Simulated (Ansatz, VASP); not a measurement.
# Sn3Te3PbSe: VASP beside Ansatz

Wanted: the spread between two codes on one cell, functional and k mesh. The cell is generated by rule, not measured, and may not be a known phase. The cell is taken from a series of runs on this material, whose earlier steps may have relaxed, scaled, displaced or heated it; both programs get it as it stands.

Calculated with Ansatz 0.2.0; plane waves, with VASP 6.6.1 beside it; relaxation of cell and atoms at PBE.

**1. The structure**

It takes space group P4/mmm (No. 123, tetragonal). Conventional cell: a = 4.501 Å, b = 4.501 Å, c = 12.735 Å, α = 90.00°, β = 90.00°, γ = 90.00°. Pb has 4 Se at 3.18 Å and 2 Te at 3.21 Å nearest. Nearest to Se lie 2 Sn at 3.09 Å and 4 Pb at 3.18 Å. Nearest to Sn lie 1 Se at 3.09 Å and 5 Te at 3.19 to 3.28 Å. Sn has 6 Te at 3.15 to 3.18 Å nearest. Te has 5 Sn at 3.15 to 3.19 Å and 1 Pb at 3.21 Å nearest. Te has 6 Sn at 3.18 to 3.28 Å nearest. Farther neighbours and most contacts between anions are not listed.

**2. Ansatz: relaxation of cell and atoms, PBE, pair 1**

Ansatz runs on its default PAW (the set named soft_2) files.

The relaxed volume is the usual yardstick between codes: in a stiff, nearly cubic crystal its relative difference is about their pressure difference at one cell divided by the bulk modulus.

Contents of input.yaml:

```yaml
crystal:
  lattice:
    - [3.182615188, 3.182615188, 0.0]
    - [-3.182615188, 3.182615188, 0.0]
    - [0.0, 0.0, 12.7347911068]
  atoms:
    - { symbol: Pb, position: [0.0, 0.0, 0.0] }
    - { symbol: Se, position: [0.5, 0.5, 0.0] }
    - { symbol: Sn, position: [0.5, 0.5, 0.242651854] }
    - { symbol: Sn, position: [0.0, 0.0, 0.5] }
    - { symbol: Sn, position: [0.5, 0.5, 0.757348146] }
    - { symbol: Te, position: [0.0, 0.0, 0.252437425] }
    - { symbol: Te, position: [0.5, 0.5, 0.5] }
    - { symbol: Te, position: [0.0, 0.0, 0.747562575] }
kpoints:
  mp_grid: { grid: [8, 8, 4] }
hamiltonian:
  xc: pbe
scf:
  occupations: { method: gaussian, width: 0.01 }
output:
  forces: true
  stress: true
  eigenvalues: true
relax:
  adjacent_minimum: "off"
  f_tol: 0.001
  max_steps: 60
  cell: { stress_tol: 0.01 }
```

Command:

```bash
$ ansatz run input.yaml --threads 8 --pin off --max-ram 14336MiB --backend cpu --events-out ev --progress --plain --runs-dir out
```

Numbers of over 12 decimals in the logs are rounded to 6 here.

The log of the run:

```text
Engine: ansatz 0.2.0, aarch64-unknown-linux-gnu
Pseudopotentials: kind: paw
Pseudopotential: Pb, paw, valence charge 14, recommended cutoff 420 eV (normal), Pb.paw.azcp
Pseudopotential: Se, paw, valence charge 16, recommended cutoff 420 eV (normal), Se.paw.azcp
Pseudopotential: Sn, paw, valence charge 14, recommended cutoff 420 eV (normal), Sn.paw.azcp
Pseudopotential: Te, paw, valence charge 16, recommended cutoff 420 eV (normal), Te.paw.azcp
Functional definition: PBE
  parameter kappa = 0.804
  parameter beta = 0.066725
  exchange = pbe_x(kappa = kappa, mu = beta*pi^2/3)
  correlation = pbe_c(beta = beta)
Crystal: 8 atoms, lattice volume = 257.982 Å³
Basis set: ecut = 420 eV, 5075 PW (Γ), exchange–correlation on 64×64×180 points (8 copies of the dense FFT grid, shifted against one another)
Bands: 72, of which v1, the nominal top of the filled ones, is band 60 counted from 1 (59 counted from 0)
Symmetry: 16 space group operations
Space group: P4/mmm (ITA 123), of the structure as read, at distance tolerance 6.4e-5 Å
k-points: 45 of 256
Non-local potential: Pb, projectors of the file, l = 0: 2, l = 1: 2, l = 2: 2, l = 3: 2
Non-local potential: Se, projectors of the file, l = 0: 2, l = 1: 2, l = 2: 3, l = 3: 1
Non-local potential: Sn, projectors of the file, l = 0: 2, l = 1: 2, l = 2: 2, l = 3: 2
Non-local potential: Te, projectors of the file, l = 0: 2, l = 1: 2, l = 2: 2, l = 3: 2
PAW form: soft (Blöchl's): semilocal exchange-correlation on the pseudo side does not see the compensation charge
PAW one-centre angular grid: Pb, 590 points (default); XC on 64 Gauss nodes
PAW one-centre angular grid: Se, 590 points (default); XC on 64 Gauss nodes
PAW one-centre angular grid: Sn, 590 points (default); XC on 64 Gauss nodes
PAW one-centre angular grid: Te, 590 points (default); XC on 64 Gauss nodes
Initial density: superposition of atomic densities (neutral atoms: chi_scale 0, normalization atom), corrected by the library's trained network
Initial wavefunctions: pseudopotential atomic-orbital guess
Functional: x = pbe(κ = 0.804, μ = 0.219515), c = pbe(β = 0.066725)
SCF iter   1: F=—  HF=-56390.765452 eV  |F-HF|=—  |Δ(HF+E_count)|=         —  Δρ=8.43e-4  dr2=1.54e-2  ethr=1.77e-3  ⟨swp⟩=7.0  Hψ=12851  notcnv=0  defer=2
preconditioner: auto → Resta (q_TF=auto, 2.402 Å⁻¹)  ε∞=4.4  [insulator: Δε(μ)=0.171 eV  Ē_g=7.949 eV  σ=0.010 eV  W_gap=1.00  n_scr=56 (ndim 8)  ℏωp=14.6 eV  f_vac=0.016  D(μ)=0.00/eV (n_scr^D=0)  ε∞_Penn≈4.4]
SCF iter   2: F=—  HF=-56390.758929 eV  |F-HF|=—  |Δ(HF+E_count)|=   6.52e-3  Δρ=5.81e-4  dr2=1.29e-3  ethr=1.29e-5  ⟨swp⟩=3.0  Hψ=6038  notcnv=0  defer=263
SCF iter   3: F=—  HF=-56390.758804 eV  |F-HF|=—  |Δ(HF+E_count)|=   1.25e-4  Δρ=2.72e-4  dr2=3.62e-4  ethr=1.08e-6  ⟨swp⟩=3.0  Hψ=5574  notcnv=0  defer=263
SCF iter   4: F=—  HF=-56390.758791 eV  |F-HF|=—  |Δ(HF+E_count)|=   1.30e-5  Δρ=6.90e-5  dr2=1.84e-5  ethr=3.02e-7  ⟨swp⟩=2.1  Hψ=5341  notcnv=0  defer=263
SCF iter   5: F=—  HF=-56390.758774 eV  |F-HF|=—  |Δ(HF+E_count)|=   1.69e-5  Δρ=2.49e-5  dr2=3.06e-6  ethr=1.53e-8  ⟨swp⟩=2.0  Hψ=5456  notcnv=0  defer=263
SCF iter   6: F=—  HF=-56390.758775 eV  |F-HF|=—  |Δ(HF+E_count)|=   5.54e-7  Δρ=9.52e-6  dr2=3.11e-7  ethr=2.55e-9  ⟨swp⟩=2.0  Hψ=5674  notcnv=0  defer=263
SCF iter   7: F=-56390.758775 eV  HF=-56390.758775 eV  |F-HF|=3.54e-8  |Δ(HF+E_count)|=   2.73e-7  Δρ=3.36e-6  dr2=3.82e-8  ethr=8.33e-11  ⟨swp⟩=11.1  Hψ=16864  notcnv=0
SCF 1 converged in 7 iterations: F = -56390.758775 eV  dr2 = 3.82e-8
  greatest PAW one-centre occupation: 1.000 electrons in one spin orbital (limit 2), on the Se atom at site 1 (counted from 0), in its partial waves of l = 2
relax step   1: F+E_penalty+E_count = -56390.75877513 eV  Δ(F+E_penalty+E_count) = +0.000e0 eV  max|allowed force component| = 8.041e-4 eV/Å  Δτ_max = 0.0000 Å  P = -0.002 GPa  Ω = 257.982 Å³  (7 SCF iters, dr2 threshold 1.00e-7 eV, accepted)
Initial density: handed on by an earlier stage of this run
Initial wavefunctions: pseudopotential atomic-orbital guess (no wavefunctions were taken with the density)
iter 1 solved again at ethr=2.16e-7 eV; its pass at ethr=3.10e-3 eV (dr2=2.59e-4 eV) is discarded
SCF iter   1: F=—  HF=-56390.758791 eV  |F-HF|=—  |Δ(HF+E_count)|=         —  Δρ=3.88e-6  dr2=4.28e-8  ethr=2.16e-7  ⟨swp⟩=3.9  Hψ=22008  notcnv=0
eigensolver tolerance schedule: the retry pair's looser diagonalisation over-reported the residual by 6041.70 of it (diagonalisation noise at 0.73 of the residual, at the tolerance the schedule requests for it); recorded, not acted on — ethr = c·dr2/N_el stays at c = 1.0e-1
preconditioner: auto → Resta (q_TF=auto, 2.402 Å⁻¹)  ε∞=4.4  [insulator: Δε(μ)=0.152 eV  Ē_g=7.948 eV  σ=0.010 eV  W_gap=1.00  n_scr=56 (ndim 8)  ℏωp=14.6 eV  f_vac=0.016  D(μ)=0.00/eV (n_scr^D=0)  ε∞_Penn≈4.4]
SCF iter   2: F=—  HF=-56390.758775 eV  |F-HF|=—  |Δ(HF+E_count)|=   1.61e-5  Δρ=1.70e-6  dr2=1.04e-8  ethr=3.57e-11  ⟨swp⟩=3.5  Hψ=8592  notcnv=0
SCF iter   3: F=—  HF=-56390.758775 eV  |F-HF|=—  |Δ(HF+E_count)|=   7.72e-9  Δρ=1.13e-6  dr2=4.23e-9  ethr=8.65e-12  ⟨swp⟩=2.0  Hψ=3862  notcnv=0
SCF iter   4: F=—  HF=-56390.758775 eV  |F-HF|=—  |Δ(HF+E_count)|=   7.43e-9  Δρ=3.26e-7  dr2=7.68e-10  ethr=3.52e-12  ⟨swp⟩=2.0  Hψ=4206  notcnv=0
SCF iter   5: F=—  HF=-56390.758775 eV  |F-HF|=—  |Δ(HF+E_count)|=  3.78e-10  Δρ=8.84e-8  dr2=4.84e-11  ethr=1.00e-12  ⟨swp⟩=2.0  Hψ=4056  notcnv=0
SCF iter   6: F=—  HF=-56390.758775 eV  |F-HF|=—  |Δ(HF+E_count)|=  2.18e-11  Δρ=2.98e-8  dr2=3.27e-12  ethr=1.00e-12  ⟨swp⟩=1.0  Hψ=3240  notcnv=0
SCF iter   7: F=-56390.758775 eV  HF=-56390.758775 eV  |F-HF|=0.00e0  |Δ(HF+E_count)|=  7.28e-12  Δρ=7.62e-9  dr2=1.90e-13  ethr=1.00e-12  ⟨swp⟩=6.0  Hψ=13015  notcnv=0
SCF 2 converged in 7 iterations: F = -56390.758775 eV  dr2 = 1.90e-13
relax step   2: F+E_penalty+E_count = -56390.75877518 eV  Δ(F+E_penalty+E_count) = -4.169e-8 eV  max|allowed force component| = 8.011e-4 eV/Å  Δτ_max = 0.0000 Å  P = -0.002 GPa  Ω = 257.982 Å³  stress off target by 2.84e-3 GPa  SCF on the basis re-selected at this cell (its energy is not comparable with the rows above)  (7 SCF iters)
basis re-selected at this cell: Δ(F+E_penalty+E_count) = -4.169e-8 eV, ΔP = -0.000 GPa vs the last step (what re-selecting the basis moved, of the pressure what is left beyond the Pulay correction that the steps carried, after the strain that the cell walked since its last selection, with what the two solves' SCF thresholds leave and, on support functions, any second-order correction that the steps lacked; it is no m [...]
SCF converged after 7 iterations
Free energy (F): -56390.758775 eV
Harris-Foulkes:  -56390.758775 eV  (|F-HF|=0.00e0)
Internal energy: -56390.758775 eV  (E = F + TS)
E sigma→0 (E₀):  -56390.758775 eV
Fermi energy:    8.834955 eV
--- Per-component energies (eV) ---
  E_band       = -1563.901717
  E_kinetic    = 1499.407959
  E_local      = -10318.804218  (includes V_loc(G=0)·N_el)
  E_nonlocal   = -1275.062383
  E_hartree    = 5832.096894
  E_xc         = -1846.706835
  E_vxc        = -831.204997  (∫ρ·V_xc dr)
  E_paw        = -38701.142279  (= ΣΔE_a)
  E_vpaw       = -2302.430748  (= ΣTr[D̂ρ^β])
  E_aug_tail   = -0.001102  (compensation charges beyond the density's cutoff)
  E_ewald      = -11580.546811
  E_smearing   = -0.000000  (= −TS)
  E_closure    = -0.000000  (closes the sum)
  Σ components = -56390.758775   (vs F -56390.758775, Δ=0.00e0)
--- Forces (eV/Å), atoms counted from 1 ---
  atom   1  Pb    -0.00000000     0.00000000     0.00000000
  atom   2  Se     0.00000000    -0.00000000     0.00000000
  atom   3  Sn     0.00000000     0.00000000    -0.00043727
  atom   4  Sn     0.00000000     0.00000000     0.00000000
  atom   5  Sn     0.00000000     0.00000000     0.00043727
  atom   6  Te     0.00000000     0.00000000     0.00080107
  atom   7  Te     0.00000000     0.00000000     0.00000000
  atom   8  Te     0.00000000     0.00000000    -0.00080107
  max |Σ_I F_I| component: 2.17e-19 eV/Å
--- Stress (GPa, compression-positive) ---
       -0.001305      -0.000000       0.000000
       -0.000000      -0.001305       0.000000
        0.000000       0.000000      -0.002837
  P = ⅓ Tr σ = -0.0018 GPa (-0.018 kbar)
--- Band table (eV; the first three rows and the last of 45) ---
  k-point 0: bands = [... 56 lower, 6.8424, 6.8424, 6.9523, 7.1310, 10.6925, 10.7568, 11.4177, 12.0709, ... 8 higher]
  k-point 1: bands = [... 56 lower, 6.7749, 6.7749, 7.0911, 7.9323, 9.9107, 11.4549, 11.6341, 11.9041, ... 8 higher]
  k-point 2: bands = [... 56 lower, 6.6382, 6.6382, 7.5797, 7.8982, 10.2621, 10.6478, 11.5124, 11.7677, ... 8 higher]
  k-point 44: bands = [... 56 lower, 6.2611, 6.3011, 6.5335, 6.5682, 11.6038, 11.6514, 11.9189, 11.9189, ... 8 higher]
--- Relaxed structure (1 steps of the walk, 1 accepted, 1 SCFs on fresh bases) ---
  F+E_penalty+E_count = -56390.75877518 eV   max|allowed force component| = 8.011e-4 eV/Å   (the final SCF, on the basis selected at the relaxed cell)
  cell:  # Å, volume = 257.9824 Å³
    - [3.182615188, 3.182615188, 0.0]
    - [-3.182615188, 3.182615188, 0.0]
    - [0.0, 0.0, 12.7347911068]
  atoms:
    - { symbol: Pb, position: [0.0, 0.0, 0.0] }
    - { symbol: Se, position: [0.5, 0.5, 0.0] }
    - { symbol: Sn, position: [0.5, 0.5, 0.242651854] }
    - { symbol: Sn, position: [0.0, 0.0, 0.5] }
    - { symbol: Sn, position: [0.5, 0.5, 0.757348146] }
    - { symbol: Te, position: [0.0, 0.0, 0.252437425] }
    - { symbol: Te, position: [0.5, 0.5, 0.5] }
    - { symbol: Te, position: [0.0, 0.0, 0.747562575] }
```

The column dr2 measures how far the density is from self-consistency, as an energy; F and HF (Harris–Foulkes) agree once it is small.

(Continued in part 2 of 2.)

[Lines on the potential files, build, host, timing and source positions are cut from VASP's logs without a mark.]

[Logs are printed without paths, hosts, clocks, repeated set-up lines and the standing remarks that a program may print on its own settings, such as how far it seeks lower states.]

[Hosts, paths, dates, database ids (printed as entryN), source tags and the programs' standing remarks are cut or masked in the printed files.]
